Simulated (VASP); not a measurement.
Output of a VASP run:

File OSZICAR:
```
       N       E                     dE             d eps       ncg     rms          rms(c)
DAV:   1     0.333208886157E+02    0.33321E+02   -0.84004E+03  1680   0.126E+03
DAV:   2    -0.238589516833E+02   -0.57180E+02   -0.53358E+02  2052   0.246E+02
DAV:   3    -0.256666498925E+02   -0.18077E+01   -0.17724E+01  2216   0.331E+01
DAV:   4    -0.256819982542E+02   -0.15348E-01   -0.15339E-01  2004   0.323E+00
DAV:   5    -0.256821549777E+02   -0.15672E-03   -0.15664E-03  2184   0.269E-01    0.542E+01
DAV:   6    -0.234070826443E+02    0.22751E+01   -0.53008E+00  2012   0.151E+01    0.395E+01
DAV:   7    -0.233704927801E+02    0.36590E-01   -0.16536E+00  2076   0.887E+00    0.118E+01
DAV:   8    -0.233038966485E+02    0.66596E-01   -0.46479E-01  1984   0.483E+00    0.192E+00
DAV:   9    -0.232995252593E+02    0.43714E-02   -0.31212E-02  1992   0.140E+00    0.258E-01
DAV:  10    -0.232994965439E+02    0.28715E-04   -0.79687E-04  2056   0.249E-01    0.365E-01
DAV:  11    -0.232994965234E+02    0.20483E-07   -0.91097E-05  2036   0.798E-02    0.168E-01
DAV:  12    -0.232994935390E+02    0.29844E-05   -0.83390E-06  2044   0.264E-02    0.304E-02
DAV:  13    -0.232994936712E+02   -0.13222E-06   -0.32408E-07  1176   0.591E-03
   1 F= -.23299494E+02 E0= -.23299320E+02  d E =-.232995E+02
       N       E                     dE             d eps       ncg     rms          rms(c)
DAV:   1    -0.233409879238E+02   -0.41494E-01   -0.12559E+00  1716   0.109E+01    0.313E+00
DAV:   2    -0.233073236781E+02    0.33664E-01   -0.54364E-02  1724   0.230E+00    0.168E+00
DAV:   3    -0.232973101596E+02    0.10014E-01   -0.31771E-02  2004   0.156E+00    0.145E+00
DAV:   4    -0.232976143554E+02   -0.30420E-03   -0.56068E-04  2004   0.241E-01    0.169E+00
DAV:   5    -0.232969038105E+02    0.71054E-03   -0.97287E-04  2032   0.186E-01    0.484E-01
DAV:   6    -0.232968467525E+02    0.57058E-04   -0.23014E-04  2072   0.943E-02    0.639E-02
DAV:   7    -0.232968468061E+02   -0.53607E-07   -0.67998E-06  1984   0.228E-02
   2 F= -.23296847E+02 E0= -.23296673E+02  d E =0.264687E-02
       N       E                     dE             d eps       ncg     rms          rms(c)
DAV:   1    -0.233180449081E+02   -0.21198E-01   -0.38533E-01  1716   0.606E+00    0.170E+00
DAV:   2    -0.233077517059E+02    0.10293E-01   -0.15708E-02  1712   0.125E+00    0.917E-01
DAV:   3    -0.233046627742E+02    0.30889E-02   -0.10004E-02  2000   0.879E-01    0.803E-01
DAV:   4    -0.233047844639E+02   -0.12169E-03   -0.19393E-04  2012   0.138E-01    0.979E-01
DAV:   5    -0.233045384901E+02    0.24597E-03   -0.40544E-04  2032   0.118E-01    0.250E-01
DAV:   6    -0.233045297387E+02    0.87514E-05   -0.67962E-05  2072   0.536E-02    0.191E-02
DAV:   7    -0.233045302213E+02   -0.48261E-06   -0.25600E-06  1952   0.128E-02
   3 F= -.23304530E+02 E0= -.23304356E+02  d E =-.503655E-02
       N       E                     dE             d eps       ncg     rms          rms(c)
DAV:   1    -0.233049609868E+02   -0.43125E-03   -0.19615E-02  1780   0.122E+00    0.152E-01
DAV:   2    -0.233048095967E+02    0.15139E-03   -0.25860E-04  2068   0.144E-01    0.657E-02
DAV:   3    -0.233047463750E+02    0.63222E-04   -0.65916E-05  2036   0.644E-02    0.206E-02
DAV:   4    -0.233047424282E+02    0.39469E-05   -0.76336E-06  2168   0.223E-02    0.132E-02
DAV:   5    -0.233047423743E+02    0.53823E-07   -0.36146E-07  1008   0.501E-03
   4 F= -.23304742E+02 E0= -.23304571E+02  d E =-.212153E-03
```

File OUTCAR:
```
------------------------ aborting loop because EDIFF is reached ----------------------------------------
  FORCE on cell =-STRESS in cart. coord.  units (eV):
  Direction    XX          YY          ZZ          XY          YZ          ZX
  --------------------------------------------------------------------------------------
  Total       -0.0060047     -0.0060047      0.0023269     -0.0000000      0.0000000     -0.0000000
  in kB       -0.3250285     -0.3250285      0.1259527     -0.0000000      0.0000000     -0.0000000
  external PRESSURE =      -0.1747014 kB  Pullay stress =       0.0000000 kB
  volume of cell :       29.60
      direct lattice vectors                 reciprocal lattice vectors
     1.566375721 -2.713042563  0.000000000     0.319208216 -0.184294934 -0.000000000
     1.566375721  2.713042563 -0.000000000     0.319208216  0.184294934 -0.000000000
     0.000000000 -0.000000000  3.482563868    -0.000000000  0.000000000  0.287144770
 POSITION                                       TOTAL-FORCE (eV/Angst)
 -----------------------------------------------------------------------------------
      0.00000      0.00000      0.00000         0.000000      0.000000     -0.000000
      1.56638      0.90435      1.74128         0.000000     -0.000000     -0.000000
      1.56638     -0.90435      1.74128        -0.000000      0.000000      0.000000
 -----------------------------------------------------------------------------------
    total drift:                                0.000000     -0.000000      0.000000
  FREE ENERGIE OF THE ION-ELECTRON SYSTEM (eV)
  ---------------------------------------------------
  free  energy   TOTEN  =       -23.3047423743 eV

  energy  without entropy=      -23.3042290134  energy(sigma->0) =      -23.30457125

 reached required accuracy - stopping structural energy minimisation
```
(Selected blocks of OUTCAR.)

POSCAR:
```
HfB2
1
    1.5613703815    -2.7043730586    -0.0000000000
    1.5613703815     2.7043730586    -0.0000000000
   -0.0000000000    -0.0000000000     3.4547709102
Hf B
1 2
Direct
  0.0000000000   1.0000000000   0.0000000000
  0.3333330000   0.6666670000   0.5000000000
  0.6666670000   0.3333330000   0.5000000000
```

Task: Write an INCAR and KPOINTS that could have produced this output.

Result: Several could match; the one computed here: the input of the run itself, rev-vdW-DF2, plane waves, VASP's PBE PAW potentials (set 64).

INCAR:
```
AGGAC = 0.0
ALGO = Normal
EDIFF = 1E-6
EDIFFG = -0.02
ENCUT = 520
GGA = MK
IBRION = 2
ISIF = 3
ISMEAR = 1
LASPH = .TRUE.
LCHARG = .FALSE.
LMAXMIX = 6
LREAL = .FALSE.
LUSE_VDW = .TRUE.
LWAVE = .FALSE.
NELM = 100
NSW = 60
PARAM1 = 0.1234568
PARAM2 = 0.7114
PREC = Accurate
SIGMA = 0.1
SYSTEM = HfB2
ZAB_VDW = -1.8867
```

File KPOINTS:
```
Automatic mesh
0
Gamma
10 10 8
0 0 0
```

POTCAR, in this order: Hf_pv B (PBE.64 set). Program: vasp_std.

The compound is HfB2 in the AlB2 type structure. This run relaxes it. Symmetry was kept, so distortions that lower it aren't found. The start is the result of an earlier pass.
